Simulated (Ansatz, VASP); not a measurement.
# In3Sb in two plane-wave programs, part 2 of 2

Wanted: the spread between two codes on one cell, functional and k mesh. The cell is generated by rule, not measured, and may not be a known phase. The cell is taken from a series of runs on this material, whose earlier steps may have relaxed, scaled, displaced or heated it; both programs get it as it stands.

VASP 6.6.1 and Ansatz 0.2.0.

So far: Starting point; VASP: relaxation of cell and atoms, PBEsol.

The structure was built from a prototype and need not be the compound's stable phase.

### 3. Ansatz: relaxation of cell and atoms, PBEsol

Level of this step: Ansatz beside VASP: Kohn-Sham DFT, plane waves, PBEsol (Ansatz).

Ansatz runs on its default PAW (the set named soft_2) files.

The same cell, functional, mesh and smearing now go to Ansatz, which takes its cutoff from its data sets.

input.yaml

```yaml
crystal:
  lattice:
    - [5.5335453286, 0.0, 0.0]
    - [0.0, 5.5335453286, 0.0]
    - [0.0, 0.0, 6.9099460185]
  atoms:
    - { symbol: Sb, position: [0.0, 0.5, 0.3089068728] }
    - { symbol: Sb, position: [0.5, 0.0, 0.6910931272] }
    - { symbol: In, position: [0.5, 0.5, 0.5] }
    - { symbol: In, position: [0.0, 0.0, 0.0] }
    - { symbol: In, position: [0.5, 0.5, 0.0] }
    - { symbol: In, position: [0.0, 0.0, 0.5] }
    - { symbol: In, position: [0.0, 0.5, 0.785995883] }
    - { symbol: In, position: [0.5, 0.0, 0.214004117] }
kpoints:
  mp_grid: { grid: [6, 6, 6] }
hamiltonian:
  xc: pbesol
scf:
  occupations: { method: methfessel_paxton, width: 0.15 }
output:
  forces: true
  stress: true
  eigenvalues: true
relax:
  adjacent_minimum: "off"
  f_tol: 0.001
  max_steps: 60
  cell: { stress_tol: 0.01 }
```

Launch:

```console
$ ansatz run input.yaml --threads 4 --pin off --max-ram 7168MiB --backend cpu --events-out ev --progress --plain --runs-dir out
```

Numbers of over 12 decimals in the logs are rounded to 6 here.

The program printed:

```text
Engine: ansatz 0.2.0, aarch64-unknown-linux-gnu
Pseudopotentials: kind: paw
Pseudopotential: Sb, paw, valence charge 15, recommended cutoff 420 eV (normal), Sb.paw.azcp
Pseudopotential: In, paw, valence charge 13, recommended cutoff 420 eV (normal), In.paw.azcp
Functional definition: PBEsol
  exchange = pbesol_x
  correlation = pbesol_c
Crystal: 8 atoms, lattice volume = 211.583 Å³
Basis set: ecut = 420 eV, 4123 PW (Γ), exchange–correlation on 80×80×96 points (8 copies of the dense FFT grid, shifted against one another)
Bands: 65, of which v1, the nominal top of the filled ones, is band 54 counted from 1 (53 counted from 0)
Symmetry: 16 space group operations
Space group: P4/nmm (ITA 129), of the structure as read, at distance tolerance 6.0e-5 Å
k-points: 40 of 216
Non-local potential: Sb, projectors of the file, l = 0: 2, l = 1: 2, l = 2: 2, l = 3: 2
Non-local potential: In, projectors of the file, l = 0: 2, l = 1: 2, l = 2: 2, l = 3: 2
PAW form: soft (Blöchl's): semilocal exchange-correlation on the pseudo side does not see the compensation charge
PAW frozen core: Sb, regenerated for the run's functional, and the local potential with it (the file was generated under x = pbe(κ = 0.804, μ = 0.219515), c = pbe(β = 0.066725))
PAW frozen core: In, regenerated for the run's functional, and the local potential with it (the file was generated under x = pbe(κ = 0.804, μ = 0.219515), c = pbe(β = 0.066725))
PAW one-centre angular grid: Sb, 590 points (default); XC on 64 Gauss nodes
PAW one-centre angular grid: In, 590 points (default); XC on 64 Gauss nodes
Initial density: superposition of atomic densities (neutral atoms: chi_scale 0, normalization atom), corrected by the library's trained network
Initial wavefunctions: pseudopotential atomic-orbital guess
Functional: x = pbesol(κ = 0.804, μ = 0.123457), c = pbesol(β = 0.046)
SCF iter   1: F=—  HF=-45968.363659 eV  |F-HF|=—  |Δ(HF+E_count)|=         —  Δρ=2.80e-3  dr2=1.58e-2  ethr=1.77e-3  ⟨swp⟩=7.7  Hψ=10363  notcnv=0
preconditioner: auto → Kerker (q_TF=auto, 2.439 Å⁻¹)  [metal: Δε(μ)=0.004 eV  Ē_g=13.775 eV  σ=0.150 eV  W_gap=0.02  n_scr=48 (ndim 8)  ℏωp=23.9 eV  f_vac=0.000  D(μ)=6.12/eV (n_scr^D=40)]
SCF iter   2: F=—  HF=-45968.347610 eV  |F-HF|=—  |Δ(HF+E_count)|=   1.60e-2  S|Δr|=    0.00e0  Δρ=1.57e-3  dr2=5.26e-3  ethr=1.46e-5  ⟨swp⟩=2.0  Hψ=4684  notcnv=0
SCF iter   3: F=—  HF=-45968.345605 eV  |F-HF|=—  |Δ(HF+E_count)|=   2.01e-3  S|Δr|=    0.00e0  Δρ=5.64e-4  dr2=3.67e-4  ethr=4.87e-6  ⟨swp⟩=2.0  Hψ=4619  notcnv=0
SCF iter   4: F=—  HF=-45968.345411 eV  |F-HF|=—  |Δ(HF+E_count)|=   1.94e-4  S|Δr|=    0.00e0  Δρ=1.51e-4  dr2=6.17e-5  ethr=3.40e-7  ⟨swp⟩=2.0  Hψ=4605  notcnv=0
SCF iter   5: F=—  HF=-45968.345387 eV  |F-HF|=—  |Δ(HF+E_count)|=   2.41e-5  S|Δr|=    0.00e0  Δρ=5.68e-5  dr2=1.07e-5  ethr=5.72e-8  ⟨swp⟩=1.8  Hψ=2555  notcnv=0
SCF iter   6: F=—  HF=-45968.345383 eV  |F-HF|=—  |Δ(HF+E_count)|=   3.49e-6  S|Δr|=    0.00e0  Δρ=9.12e-6  dr2=3.31e-7  ethr=9.92e-9  ⟨swp⟩=2.1  Hψ=4218  notcnv=0
SCF iter   7: F=-45968.345383 eV  HF=-45968.345383 eV  |F-HF|=1.76e-8  |Δ(HF+E_count)|=   7.89e-8  S|Δr|=    0.00e0  Δρ=2.96e-6  dr2=2.25e-8  ethr=9.26e-11  ⟨swp⟩=9.5  Hψ=11835  notcnv=0
SCF 1 converged in 7 iterations: F = -45968.345383 eV  dr2 = 2.25e-8
  greatest PAW one-centre occupation: 0.996 electrons in one spin orbital (limit 2), on the Sb atom at site 1 (counted from 0), in its partial waves of l = 2
relax step   1: F+E_penalty+E_count = -45968.34538334 eV  Δ(F+E_penalty+E_count) = +0.000e0 eV  max|allowed force component| = 2.091e-2 eV/Å  Δτ_max = 0.0000 Å  P = -0.190 GPa  Ω = 211.583 Å³  (7 SCF iters, dr2 threshold 1.00e-7 eV, accepted)
[...]
relax step  14: F+E_penalty+E_count = -45968.40260400 eV  Δ(F+E_penalty+E_count) = -1.365e-5 eV  max|allowed force component| = 1.352e-4 eV/Å  Δτ_max = 0.0003 Å  P = +0.001 GPa  Ω = 211.321 Å³  energy of the carried Pulay correction = +1.183e-5 eV  (5 SCF iters, dr2 threshold 4.00e-10 eV, accepted)
[...]
relax step  15: F+E_penalty+E_count = -45968.40259273 eV  Δ(F+E_penalty+E_count) = +1.127e-5 eV  max|allowed force component| = 1.355e-4 eV/Å  Δτ_max = 0.0000 Å  P = +0.001 GPa  Ω = 211.321 Å³  stress off target by 8.77e-4 GPa  SCF on the basis re-selected at this cell (its energy is not comparable with the rows above)  (5 SCF iters)
basis re-selected at this cell: Δ(F+E_penalty+E_count) = +1.127e-5 eV, ΔP = +0.000 GPa vs the last step (what re-selecting the basis moved, of the pressure what is left beyond the Pulay correction that the steps carried, after the strain that the cell walked since its last selection, with what the two solves' SCF thresholds leave and, on support functions, any second-order correction that the steps lacked; it is no m [...]
SCF converged after 5 iterations
Stability not checked: this state was not tested for a lower state beside it, because cold or Methfessel-Paxton smearing, or corrected tetrahedra, fill the levels in a way that the test cannot read (fill_not_monotonic; see scf.lower_state_search)
Free energy (F): -45968.402593 eV
Harris-Foulkes:  -45968.402593 eV  (|F-HF|=7.28e-12)
Internal energy: -45968.401838 eV  (E = F + TS)
E sigma→0 (E₀):  -45968.402404 eV
Entropy (-TS):   -0.000755 eV (-0.094 meV/atom)
Fermi energy:    10.232523 eV
--- Per-component energies (eV) ---
  E_band       = -453.972519
  E_kinetic    = 1868.088503
  E_local      = -9533.964879  (includes V_loc(G=0)·N_el)
  E_nonlocal   = 2933.279873
  E_hartree    = 3929.804391
  E_xc         = -1559.929524
  E_vxc        = -796.887008  (∫ρ·V_xc dr)
  E_paw        = -33490.419659  (= ΣΔE_a)
  E_vpaw       = -2784.098016  (= ΣTr[D̂ρ^β])
  E_aug_tail   = 0.000147  (compensation charges beyond the density's cutoff)
  E_ewald      = -10117.339818
  E_core_change = 2.079129  (= ΣΔE_core)
  E_smearing   = -0.000755  (= −TS)
  E_closure    = 0.000000  (closes the sum)
  Σ components = -45968.402593   (vs F -45968.402593, Δ=0.00e0)
--- Forces (eV/Å), atoms counted from 1 ---
  atom   1  Sb     0.00000000     0.00000000     0.00007741
  atom   2  Sb     0.00000000     0.00000000    -0.00007741
  atom   3  In     0.00000000     0.00000000     0.00000000
  atom   4  In     0.00000000     0.00000000     0.00000000
  atom   5  In     0.00000000     0.00000000     0.00000000
  atom   6  In     0.00000000     0.00000000     0.00000000
  atom   7  In     0.00000000     0.00000000     0.00013550
  atom   8  In     0.00000000     0.00000000    -0.00013550
  max |Σ_I F_I| component: 2.78e-17 eV/Å
--- Stress (GPa, compression-positive) ---
        0.000467       0.000000       0.000000
        0.000000       0.000467       0.000000
        0.000000       0.000000       0.000877
  P = ⅓ Tr σ = 0.0006 GPa (0.006 kbar)
--- Band table (eV; the first three rows and the last of 40) ---
  k-point 0: bands = [... 50 lower, 8.6587, 8.6587, 9.1006, 9.5930, 9.6156, 9.6156, 10.7889, 10.7889, ... 7 higher]
  k-point 1: bands = [... 50 lower, 8.4830, 8.4830, 9.3472, 9.3472, 9.4780, 10.5079, 11.1621, 11.1621, ... 7 higher]
  k-point 2: bands = [... 50 lower, 7.9084, 8.6277, 9.3649, 9.3649, 10.2237, 10.6624, 11.1811, 11.1811, ... 7 higher]
  k-point 39: bands = [... 50 lower, 10.2064, 10.2064, 11.3297, 11.3297, 11.8123, 11.8123, 12.8310, 12.8310, ... 7 higher]
--- Relaxed structure (13 steps of the walk, 10 accepted, 2 SCFs on fresh bases) ---
  F+E_penalty+E_count = -45968.40259273 eV   max|allowed force component| = 1.355e-4 eV/Å   (the final SCF, on the basis selected at the relaxed cell)
  cell:  # Å, volume = 211.3208 Å³
    - [5.716894, 0, 0.0]
    - [0, 5.716894, 0.0]
    - [0.0, 0.0, 6.465797]
  atoms:
    - { symbol: Sb, position: [0, 0.5, 0.347884] }
    - { symbol: Sb, position: [0.5, 0, 0.652116] }
    - { symbol: In, position: [0.5, 0.5, 0.5] }
    - { symbol: In, position: [0, 0, 0] }
    - { symbol: In, position: [0.5, 0.5, 0] }
    - { symbol: In, position: [0, 0, 0.5] }
    - { symbol: In, position: [0, 0.5, 0.825010] }
    - { symbol: In, position: [0.5, 0, 0.174990] }
```

Reading the cycles: dr2 is the Hartree energy of the density residual (eV), the measure of convergence; HF is the Harris–Foulkes estimate of the energy, which meets the free energy F at convergence.

### 4. Side by side

Known differences besides the potentials themselves: the data sets hold 108 valence electrons in Ansatz (on its default PAW (the set named soft_2) files) and 88 in VASP; the cutoff is 420 eV in Ansatz and 500 eV in VASP; Ansatz makes its cores anew for this functional, VASP keeps those of its PBE data sets; Ansatz adds a Pulay correction to the stress that steers its cell, VASP none. Total energies have different zeros and are not compared.

The two programs side by side:

```csv
quantity,Ansatz,VASP,difference
volume (Å³),211.32,211.40,-0.04 %
"edge a after relaxation, in the typed setting (Å)",5.717,5.718,-0.01 %
"edge c after relaxation, in the typed setting (Å)",6.466,6.467,-0.01 %
```

### 5. Outcome

| Quantity | Value |
| --- | --- |
| difference in volume (relaxation of cell and atoms, PBEsol) | -0.039 % |

What this shows: The difference in volume is -0.039 % (relaxation of cell and atoms, PBEsol), within the 1.2 % picked in this series as the mark of a large difference, as far as the stopping tolerances let one tell. The data sets hold unlike numbers of valence electrons (108 in Ansatz and 88 in VASP), so part of the differences comes from the potentials. Such differences can come from data sets, numerical settings and the points named under the comparisons, not from the functional's error against experiment.

[Lines on the potential files, build, host, timing and source positions are cut from VASP's logs without a mark.]

[Logs are printed without paths, hosts, clocks, repeated set-up lines and the standing remarks that a program may print on its own settings, such as how far it seeks lower states.]

[Hosts, paths, dates, database ids (printed as entryN), source tags and the programs' standing remarks are cut or masked in the printed files.]
